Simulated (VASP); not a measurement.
La2TaO5:

```
CELL_PARAMETERS angstrom
4.21114 0.00000 0.00000
-2.10557 3.64695 0.00000
0.00000 0.00000 9.84526
ATOMIC_POSITIONS crystal
La 0.00000 0.00000 0.28759
La 0.00000 0.00000 0.71241
Ta 0.00000 0.00000 0.00000
O 0.33333 0.66667 0.50000
O 0.66667 0.33333 0.50000
O 0.00000 0.00000 0.50000
O 0.33333 0.66667 0.00000
O 0.66667 0.33333 0.00000
```

The cell was built by a generator and needn't be a form met in nature.

```yaml
Program: VASP 6.6.1
Task: relaxation of cell and atoms
Functional: PBE
Potentials_or_basis: VASP PAW PBE potentials, release 64 (La, Ta_pv, O)
Cutoff: 520 eV
k_mesh: 4 × 4 × 2
Occupations: gaussian, width 0.15 eV
Spin: no spin polarisation
```

At the start: pressure -11.0 GPa; volume 18.90 Å³/atom.

**Question.** Where does the relaxation end?

**Answer.** Over 13 steps the energy falls by 298.3 meV/atom and the volume is 18.08 Å³/atom (-4.3 %); space group P6/mmm (No. 191, to 0.05 Å).

Step by step:
```tsv
step	energy change (eV)	largest force (eV/Å)	pressure (GPa)	volume (Å³)
1	0.0000	4.4370	-10.98	151.20
2	-0.3485	5.5489	14.97	124.59
3	-1.2274	0.7441	0.16	135.30
4	-1.2305	0.4563	0.75	134.73
5	-1.5600	1.2598	2.74	134.35
6	-2.0275	1.0627	6.74	132.12
7	-2.0671	1.1417	5.34	132.76
8	-2.2230	1.0571	3.03	136.73
9	-2.2986	0.9869	0.78	141.55
10	-2.3743	0.2341	1.00	142.83
11	-2.3814	0.1730	1.11	143.35
12	-2.3817	0.1139	1.00	143.31
13	-2.3868	0.0263	0.18	144.65
```

Final structure:
```xyz
8
Lattice="3.9097 0.0000 0.0000 -1.9548 3.3859 0.0000 0.0000 0.0000 10.9275" Properties=species:S:1:pos:R:3 pbc="T T T"
La    0.0000    0.0000    3.5431
La    0.0000    0.0000    7.3844
Ta    0.0000    0.0000    0.0000
O     0.0000    2.2572    5.4638
O     1.9548    1.1286    5.4638
O     0.0000    0.0000    5.4638
O     0.0000    2.2572    0.0000
O     1.9548    1.1286    0.0000
```

Caveat: the k mesh is coarse (spacing up to 0.43 Å⁻¹), so the values aren't converged; an odd number of electrons without spin polarisation forces a metal; a magnetic or distorted state may lie lower.
